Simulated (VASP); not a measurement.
# ZnAgCl3 (Pm-3m) in VASP: single point with r2SCAN

Aim: the single point of ZnAgCl3 with r2SCAN.

All numbers are computed with VASP 6.6.1; they aren't measurements. Logs are shortened: lines on timing, memory, paths and dates and some standing lists are left out, and cuts for length are marked.

## 1. Starting point

The structure is cubic, space group Pm-3m (No. 221). Conventional cell: a = 4.611 Å, b = 4.611 Å, c = 4.611 Å, α = 90.00°, β = 90.00°, γ = 90.00°. Zn (site symmetry m-3m) has 6 Cl at 2.31 Å as nearest neighbours. Around Ag (site symmetry m-3m) lie 12 Cl at 3.26 Å. Cl (site symmetry 4/mmm) is surrounded by 2 Zn at 2.31 Å.

The cell was built by a generator and needn't be a form met in nature.

## 2. Single point, r2SCAN

POSCAR

```
ZnAgCl3
1.0
    4.6105560000      0.0000000000      0.0000000000
    0.0000000000      4.6105560000      0.0000000000
    0.0000000000      0.0000000000      4.6105560000
Zn Ag Cl
1 1 3
Direct
    0.5000000000      0.5000000000      0.5000000000
    0.0000000000      0.0000000000      0.0000000000
    0.5000000000      0.5000000000      0.0000000000
    0.0000000000      0.5000000000      0.5000000000
    0.5000000000      0.0000000000      0.5000000000
```

INCAR.step1

```
PREC = Accurate ; ENCUT = 520
ISMEAR = -5 ; SIGMA = 0.0319
LREAL = False ; LASPH = True
NELM = 60 ; LMAXMIX = 4
GGA = PE ; ALGO = Normal
EDIFF = 1E-4 ; LWAVE = True
LCHARG = False
```

INCAR.step2

```
PREC = Accurate ; ENCUT = 520
EDIFF = 1E-7 ; ISMEAR = 1
SIGMA = 0.0319 ; LREAL = False
LASPH = True ; NELM = 60
ALGO = Normal ; ISIF = 2
LWAVE = False ; LCHARG = False
LMAXMIX = 4 ; METAGGA = R2SCAN
LMIXTAU = True ; LORBIT = 11
ISTART = 1
```

KPOINTS

```
Automatic mesh
0
Gamma
  6 6 6
```

Potentials or basis: VASP PAW PBE potentials, release 64 (Zn, Ag, Cl).

Started as:

```bash
$ cat potpaw_PBE.64/Zn/POTCAR potpaw_PBE.64/Ag/POTCAR potpaw_PBE.64/Cl/POTCAR > POTCAR
$ cp INCAR.step1 INCAR
$ mpirun -np 1 vasp_std > vasp.out
$ cp INCAR.step2 INCAR
$ mpirun -np 1 vasp_std > vasp.out
```

OUTCAR:

```text
PREC = Accurate
   ENCUT = 520
   EDIFF = 1E-7
   ISMEAR = 1
   LREAL = False
   LASPH = True
   NELM = 60
   ISIF = 2
   METAGGA = R2SCAN
   LORBIT = 11
   ISTART = 1

 ion  position               nearest neighbor table
   1  0.500  0.500  0.500-   3 2.31   4 2.31   5 2.31   3 2.31   5 2.31   4 2.31
   2  0.000  0.000  0.000-
   3  0.500  0.500  0.000-   1 2.31   1 2.31
   4  0.000  0.500  0.500-   1 2.31   1 2.31
   5  0.500  0.000  0.500-   1 2.31   1 2.31

  LATTYP: Found a simple cubic cell.
 ALAT       =     4.6105560000

  Lattice vectors:

 A1 = (   4.6105560000,   0.0000000000,   0.0000000000)
 A2 = (   0.0000000000,   4.6105560000,   0.0000000000)
 A3 = (   0.0000000000,   0.0000000000,   4.6105560000)

Analysis of symmetry for initial positions (statically):
=====================================================================
 Subroutine PRICEL returns:
 Original cell was already a primitive cell.

 Routine SETGRP: Setting up the symmetry group for a
 simple cubic supercell.

 Subroutine GETGRP returns: Found 48 space group operations
 (whereof 48 operations were pure point group operations)
 out of a pool of 48 trial point group operations.

The static configuration has the point symmetry O_h .

Analysis of symmetry for dynamics (positions and initial velocities):
=====================================================================
 Subroutine PRICEL returns:
 Original cell was already a primitive cell.

 Routine SETGRP: Setting up the symmetry group for a
 simple cubic supercell.

 Subroutine GETGRP returns: Found 48 space group operations
 (whereof 48 operations were pure point group operations)
 out of a pool of 48 trial point group operations.

The dynamic configuration has the point symmetry O_h .

 Subroutine INISYM returns: Found 48 space group operations
 (whereof 48 operations are pure point group operations),
 and found     1 'primitive' translations

----------------------------------------------------------------------------------------

                                     Primitive cell

  volume of cell :      98.0076

  direct lattice vectors                    reciprocal lattice vectors
     4.610556000  0.000000000  0.000000000     0.216893581  0.000000000  0.000000000
     0.000000000  4.610556000  0.000000000     0.000000000  0.216893581  0.000000000
     0.000000000  0.000000000  4.610556000     0.000000000  0.000000000  0.216893581

  length of vectors
     4.610556000  4.610556000  4.610556000     0.216893581  0.216893581  0.216893581

  position of ions in fractional coordinates (direct lattice)
     0.500000000  0.500000000  0.500000000
     0.000000000  0.000000000  0.000000000
     0.500000000  0.500000000  0.000000000
     0.000000000  0.500000000  0.500000000
     0.500000000  0.000000000  0.500000000

  ion indices of the primitive-cell ions
   primitive index   ion index
                 1           1
                 2           2
                 3           3
                 4           4
                 5           5

----------------------------------------------------------------------------------------

 KPOINTS: Automatic mesh

Automatic generation of k-mesh.
 Grid dimensions read from file:
 generate k-points for:    6    6    6

 Generating k-lattice:

  Cartesian coordinates                     Fractional coordinates (reciprocal lattice)
     0.036148930  0.000000000  0.000000000     0.166666667  0.000000000  0.000000000
     0.000000000  0.036148930  0.000000000     0.000000000  0.166666667  0.000000000
     0.000000000  0.000000000  0.036148930     0.000000000  0.000000000  0.166666667

  Length of vectors
     0.036148930  0.036148930  0.036148930

  Shift w.r.t. Gamma in fractional coordinates (k-lattice)
     0.000000000  0.000000000  0.000000000

 Subroutine IBZKPT returns following result:
 ===========================================

 Found     20 irreducible k-points:

 Following reciprocal coordinates:
            Coordinates               Weight
  0.000000  0.000000  0.000000      1.000000
  0.166667  0.000000  0.000000      6.000000
  0.333333  0.000000  0.000000      6.000000
  0.500000  0.000000  0.000000      3.000000
  0.166667  0.166667  0.000000     12.000000
  0.333333  0.166667  0.000000     24.000000
[... 12 lines left out ...]
  0.500000  0.500000  0.333333      6.000000
  0.500000  0.500000  0.500000      1.000000
   k-points           NKPTS =     20   k-points in BZ     NKDIM =     20   number of bands    NBANDS=     26
   number of dos      NEDOS =    301   number of ions     NIONS =      5
   total plane-waves  NPLWV =  46656
   dimension x,y,z NGX =    36 NGY =   36 NGZ =   36
   dimension x,y,z NGXF=    72 NGYF=   72 NGZF=   72
   ions per type =               1   1   3
   NGX,Y,Z   is equivalent  to a cutoff of  12.98, 12.98, 12.98 a.u.
   NGXF,Y,Z  is equivalent  to a cutoff of  25.96, 25.96, 25.96 a.u.
 SYSTEM =  unknown system
   PREC   = accura    normal or accurate (medium, high low for compatibility)
   ISTART =      1    job   : 0-new  1-cont  2-samecut
   ICHARG =      0    charge: 1-file 2-atom 10-const
   ISPIN  =      1    spin polarized calculation?
   LNONCOLLINEAR =      F non collinear calculations
   LSORBIT =      F    spin-orbit coupling
   LASPH  =      T    aspherical Exc in radial PAW
   ENCUT  =  520.0 eV  38.22 Ry    6.18 a.u.   8.57  8.57  8.57*2*pi/ulx,y,z
   NELM   =     60;   NELMIN=  2; NELMDL=  0     # of ELM steps
   EDIFF  = 0.1E-06   stopping-criterion for ELM
   LREAL  =      F    real-space projection
   EDIFFG = 0.1E-05   stopping-criterion for IOM
   NSW    =      0    number of steps for IOM
   IBRION =     -1    ionic relax: 0-MD 1-quasi-New 2-CG
   NFREE  =      0    steps in history (QN), initial steepest desc. (CG)
   ISIF   =      2    stress and relaxation
   ISYM   =      2    0-nonsym 1-usesym 2-fastsym
   POTIM  = 0.5000    time-step for ionic-motion
   TEBEG  =    0.0;   TEEND  =   0.0 temperature during run
   PSTRESS=    0.0 pullay stress
   NELECT =      44.0000    total number of electrons
   NUPDOWN=      -1.0000    fix difference up-down
   EMIN   =  10.00;   EMAX   =-10.00  energy-range for DOS
   EFERMI =   0.00;   METHOD = LEGACY
   ISMEAR =     1;   SIGMA  =   0.03  broadening in eV -4-tet -1-fermi 0-gaus
   EFERMI_NEDOS =   21; number of points for ismear=-14 and -15
   IALGO  =     38    algorithm
   IMIX   =      4    mixing-type and parameters
     AMIX     =   0.40;   BMIX     =  1.00
     AMIX_MAG =   1.60;   BMIX_MAG =  1.00
  volume/ion in A,a.u.               =      19.60       132.28
  Fermi-wavevector in a.u.,A,eV,Ry     =   1.253543  2.368852 21.379773  1.571369
  Thomas-Fermi vector in A             =   2.387390
   LORBIT       =     11    0 simple, 1 ext, 2 COOP (PROOUT), +10 PAW based schemes
   METAGGA = R2SCAN    functional components
   LHFCALC =     F    Hartree Fock is set to
   AEXX    =    0.0000 exact exchange contribution
   IVDW    =     0    specifies the selected vdW correction
   LEPSILON=     F    determine dielectric tensor
   LRPA    =     F    only Hartree local field effects (RPA)
 non-spin polarized calculation
 Methfessel and Paxton  Order N= 1 SIGMA  =   0.03
  energy-cutoff  :      520.00
  volume of cell :       98.01
 maximum number of plane-waves:      2666
 NGX is ok and might be reduce to    36
   NGX = 17   NGY = 17   NGZ = 17

 number of electron      43.9999990 magnetization

 Free energy of the ion-electron system (eV)
  ---------------------------------------------------
  ext. energy  EPLUGINS =         0.00000000
  ---------------------------------------------------
  free energy    TOTEN  =       -52.07824118 eV

  energy without entropy =      -52.07840475  energy(sigma->0) =      -52.07829570

 E-fermi :   2.3564     XC(G=0): -10.5162

 val. band max:        2.3376795060   @ k =   0.5000   0.5000   0.5000
 cond. band min:       3.9353352265   @ k =   0.0000   0.0000   0.0000
 fundamental gap:      1.5976557205
 Fermi energy:         2.3564477459

 k-point     1 :       0.0000    0.0000    0.0000
  band No.  band energies     occupation
      1     -13.5814      2.00000
      2     -12.0088      2.00000
      3     -12.0088      2.00000
      4      -3.1906      2.00000
      5      -3.1906      2.00000
      6      -3.1906      2.00000
[... 18 lines left out ...]
     25      11.4656      0.00000
     26      11.4656      0.00000

 k-point     2 :       0.1667    0.0000    0.0000
  band No.  band energies     occupation
      1     -13.4944      2.00000
      2     -12.0878      2.00000
      3     -12.0034      2.00000
      4      -3.5194      2.00000
      5      -3.2308      2.00000
      6      -3.2308      2.00000
[... 18 lines left out ...]
     25      10.7949      0.00000
     26      11.6646      0.00000

 k-point     3 :       0.3333    0.0000    0.0000
  band No.  band energies     occupation
      1     -13.2741      2.00000
      2     -12.2940      2.00000
      3     -11.9925      2.00000
      4      -4.0937      2.00000
      5      -3.2955      2.00000
      6      -3.2955      2.00000
[... 18 lines left out ...]
     25       9.4231      0.00000
     26      11.2663      0.00000

 k-point     4 :       0.5000    0.0000    0.0000
  band No.  band energies     occupation
      1     -13.1117      2.00000
      2     -12.4502      2.00000
      3     -11.9870      2.00000
      4      -4.2988      2.00000
      5      -3.3226      2.00000
      6      -3.3226      2.00000
[... 18 lines left out ...]
     25       9.0667      0.00000
     26      11.0596      0.00000

 k-point     5 :       0.1667    0.1667    0.0000
  band No.  band energies     occupation
      1     -13.4087      2.00000
      2     -12.1144      2.00000
      3     -12.0435      2.00000
      4      -3.5698      2.00000
      5      -3.4266      2.00000
      6      -3.2420      2.00000
[... 18 lines left out ...]
     25      10.8064      0.00000
     26      10.9701      0.00000

 k-point     6 :       0.3333    0.1667    0.0000
  band No.  band energies     occupation
      1     -13.1913      2.00000
      2     -12.2898      2.00000
      3     -12.0494      2.00000
      4      -4.0908      2.00000
      5      -3.4665      2.00000
      6      -3.3309      2.00000
[... 311 lines left out ...]
 k-point    17 :       0.3333    0.3333    0.3333
  band No.  band energies     occupation
      1     -12.7332      2.00000
      2     -12.2935      2.00000
      3     -12.2935      2.00000
      4      -4.2615      2.00000
      5      -4.0297      2.00000
      6      -4.0297      2.00000
[... 18 lines left out ...]
     25       9.8820      0.00000
     26      11.3803      0.00000

 k-point    18 :       0.5000    0.3333    0.3333
  band No.  band energies     occupation
      1     -12.5872      2.00000
      2     -12.3946      2.00000
      3     -12.2868      2.00000
      4      -4.5391      2.00000
      5      -4.0726      2.00000
      6      -4.0251      2.00000
[... 18 lines left out ...]
     25      10.2906      0.00000
     26      10.8903      0.00000

 k-point    19 :       0.5000    0.5000    0.3333
  band No.  band energies     occupation
      1     -12.4352      2.00000
      2     -12.3866      2.00000
      3     -12.3866      2.00000
      4      -4.7593      2.00000
      5      -4.1892      2.00000
      6      -4.0363      2.00000
[... 18 lines left out ...]
     25      10.0151      0.00000
     26      10.1240      0.00000

 k-point    20 :       0.5000    0.5000    0.5000
  band No.  band energies     occupation
      1     -12.3796      2.00000
      2     -12.3796      2.00000
      3     -12.3796      2.00000
      4      -4.9852      2.00000
      5      -4.1883      2.00000
      6      -4.1883      2.00000
[... 18 lines left out ...]
     25       9.7442      0.00000
     26       9.7442      0.00000

------------------------ aborting loop because EDIFF is reached ----------------------------------------

  FORCE on cell =-STRESS in cart. coord.  units (eV):
  Direction    XX          YY          ZZ          XY          YZ          ZX
  --------------------------------------------------------------------------------------
  -------------------------------------------------------------------------------------
  Total        4.9197327      4.9197327      4.9197327     -0.0000000     -0.0000000     -0.0000000
  in kB       80.4252061     80.4252061     80.4252061     -0.0000000     -0.0000000     -0.0000000
  external PRESSURE =      80.4252061 kB  Pullay stress =       0.0000000 kB

 VOLUME and BASIS-vectors are now :
 -----------------------------------------------------------------------------
  energy-cutoff  :      520.00
  volume of cell :       98.01
      direct lattice vectors                 reciprocal lattice vectors
     4.610556000  0.000000000  0.000000000     0.216893581  0.000000000  0.000000000
     0.000000000  4.610556000  0.000000000     0.000000000  0.216893581  0.000000000
     0.000000000  0.000000000  4.610556000     0.000000000  0.000000000  0.216893581

 POSITION                                       TOTAL-FORCE (eV/Angst)
 -----------------------------------------------------------------------------------
      2.30528      2.30528      2.30528         0.000000      0.000000      0.000000
      0.00000      0.00000      0.00000         0.000000      0.000000      0.000000
      2.30528      2.30528      0.00000         0.000000      0.000000      0.000000
      0.00000      2.30528      2.30528         0.000000      0.000000      0.000000
      2.30528      0.00000      2.30528         0.000000      0.000000      0.000000
 -----------------------------------------------------------------------------------
    total drift:                                0.000000      0.000000      0.000000

  FREE ENERGIE OF THE ION-ELECTRON SYSTEM (eV)
  ---------------------------------------------------
  free  energy   TOTEN  =       -52.0782411761 eV

  energy  without entropy=      -52.0784047526  energy(sigma->0) =      -52.07829570

 total charge

# of ion       s       p       d       tot
------------------------------------------
    1        0.423   0.465   9.918  10.806
    2        0.094   0.054   9.415   9.563
    3        1.611   3.613   0.000   5.224
    4        1.611   3.613   0.000   5.224
    5        1.611   3.613   0.000   5.224
--------------------------------------------------
tot          5.349  11.359  19.333  36.040
```

Wall time 93 s (1 thread of Intel Xeon 6975P-C (Granite Rapids), shared host); peak memory 0.24 GiB.

What came out:

```
Free energy                                           : -52.0782 eV
Pressure                                              : 8.0 GPa
Band gap on the k mesh                                : 1.60 eV, indirect (least direct gap 2.28 eV)
Valence electrons inside the program's atomic spheres : Zn 10.81; Ag 9.56; Cl 5.22
```

Caveat: the PAW data sets were made with another functional, which shifts forces and pressure a little. A k mesh can miss the band edges.
